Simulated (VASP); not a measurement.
CsLiCr2Te2S3 under changes of volume

One of the cells (29.759 Å³/atom); the others are scaled copies at fixed shape and fractional positions:

```
Cs Li Cr Te S
1.0
     3.34127    1.92908    6.92538
    -3.34127    1.92908    6.92538
     0.00000   -3.85817    6.92538
Cs Li Cr Te S
1 1 2 2 3
Direct
  0.00000 0.00000 0.00000
  0.50000 0.50000 0.50000
  0.79848 0.79848 0.79848
  0.20152 0.20152 0.20152
  0.67990 0.67990 0.67990
  0.32010 0.32010 0.32010
  0.13626 0.86374 0.50000
  0.50000 0.13626 0.86374
  0.86374 0.50000 0.13626
```

The cell was built by a generator and needn't be a form met in nature.

```yaml
Program: VASP 6.6.1
Functional: PBE
Potentials_or_basis: VASP PAW PBE potentials, release 64 (Cs_sv, Li_sv, Cr_pv, Te, S)
Cutoff: 520 eV
k_mesh: 5 × 5 × 5
Occupations: fermi-dirac, width 0.05 eV
Spin: collinear spin, ferromagnetic start
Starting_moments: "[0.0, 0.0, 3.0, 3.0, 0.0, 0.0, 0.0, 0.0, 0.0] μB"
```

| volume (Å³/atom) | energy over the lowest point (meV/atom) | largest force (eV/Å) |
| --- | --- | --- |
| 27.425 | ? | ? |
| 28.008 | 4.58 | 0.324 |
| 28.592 | 0.02 | 0.147 |
| 29.759 | 0.00 | 0.154 |
| 30.342 | 3.90 | 0.283 |
| 30.926 | 10.03 | 0.398 |

Problem. What does the run at 27.425 Å³/atom give?

Solution. Energy over the lowest point 12.64 meV/atom; largest force 0.519 eV/Å.

Worked out: A Birch-Murnaghan fit of order 3 (a polynomial in V^(-2/3)) to the other rows has its minimum at 29.17 Å³/atom with B0 = V·E''(V) = 39 GPa and B' = 4.7 at fixed shape and positions, which overstates the stiffness. It gives 12.66 meV/atom at 27.425 Å³/atom, against the run's 12.64.

Energies are extrapolated to zero smearing.

Caveats: the cutoff is under 1.25 times the usual one of these potentials, so pressure, stress and relaxed cells hold a basis-set (Pulay) error; only a ferromagnetic start was run, and an antiferromagnetic order may lie lower in energy.
